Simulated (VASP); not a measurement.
A convergence study with VASP on CdSe (wurtzite): one setting is varied, all else stays as given below, so the limit is that of these other settings.

```
CELL_PARAMETERS angstrom
      2.15000    -3.72391     0.00000
      2.15000     3.72391     0.00000
      0.00000     0.00000     7.01000
ATOMIC_POSITIONS crystal
  Cd 0.66667 0.33333 0.50000
  Cd 0.33333 0.66667 0.00000
  Se 0.66667 0.33333 0.87600
  Se 0.33333 0.66667 0.37600
```

Level of theory: PBE GGA, VASP's PBE PAW potentials (set 64) (plane waves; VASP). The tightest run used: 550 eV cut-off, 15×15×9 Γ-centred mesh, tetrahedra with Blöchl corrections, potentials Cd Se.

### Question
The settings run are 3×3×2 mesh; 4×4×2 mesh; 5×5×3 mesh; 6×6×3 mesh; 7×7×4 mesh; 8×8×5 mesh; 9×9×5 mesh; 10×10×6 mesh; 11×11×6 mesh; 12×12×7 mesh; 13×13×7 mesh; 14×14×8 mesh; 15×15×9 mesh. From which on does the energy per atom stay within 0.005 eV/atom of the tightest run?

### Answer
From 5×5×3 mesh on: it is off by 0.0042 there and by no more than 0.005 in any finer run, while 4×4×2 mesh is off by 0.0135.
```json
[
 {"setting": "3×3×2 mesh", "E (eV/atom)": "-2.6768", "pressure (GPa)": "3.69", "irreducible k-points": "6", "difference judged (eV/atom)": "0.0540"},
 {"setting": "4×4×2 mesh", "E (eV/atom)": "-2.7173", "pressure (GPa)": "3.38", "irreducible k-points": "8", "difference judged (eV/atom)": "0.0135"},
 {"setting": "5×5×3 mesh", "E (eV/atom)": "-2.7266", "pressure (GPa)": "3.34", "irreducible k-points": "10", "difference judged (eV/atom)": "0.0042"},
 {"setting": "6×6×3 mesh", "E (eV/atom)": "-2.7289", "pressure (GPa)": "3.32", "irreducible k-points": "14", "difference judged (eV/atom)": "0.0019"},
 {"setting": "7×7×4 mesh", "E (eV/atom)": "-2.7302", "pressure (GPa)": "3.31", "irreducible k-points": "24", "difference judged (eV/atom)": "0.0005"},
 {"setting": "8×8×5 mesh", "E (eV/atom)": "-2.7306", "pressure (GPa)": "3.31", "irreducible k-points": "30", "difference judged (eV/atom)": "0.0002"},
 {"setting": "9×9×5 mesh", "E (eV/atom)": "-2.7307", "pressure (GPa)": "3.31", "irreducible k-points": "36", "difference judged (eV/atom)": "0.0001"},
 {"setting": "10×10×6 mesh", "E (eV/atom)": "-2.7307", "pressure (GPa)": "3.31", "irreducible k-points": "56", "difference judged (eV/atom)": "0.0001"},
 {"setting": "11×11×6 mesh", "E (eV/atom)": "-2.7307", "pressure (GPa)": "3.31", "irreducible k-points": "64", "difference judged (eV/atom)": "0.0000"},
 {"setting": "12×12×7 mesh", "E (eV/atom)": "-2.7308", "pressure (GPa)": "3.31", "irreducible k-points": "76", "difference judged (eV/atom)": "0.0000"},
 {"setting": "13×13×7 mesh", "E (eV/atom)": "-2.7308", "pressure (GPa)": "3.31", "irreducible k-points": "84", "difference judged (eV/atom)": "0.0000"},
 {"setting": "14×14×8 mesh", "E (eV/atom)": "-2.7308", "pressure (GPa)": "3.31", "irreducible k-points": "120", "difference judged (eV/atom)": "0.0000"},
 {"setting": "15×15×9 mesh", "E (eV/atom)": "-2.7308", "pressure (GPa)": "3.31", "irreducible k-points": "135", "difference judged (eV/atom)": "0.0000"}
]
```

Left out are rungs that failed or repeat a setting and relaxations that didn't move; long series are thinned to 24 rows.

The compound is CdSe in the wurtzite structure. The cell was not relaxed at this level.
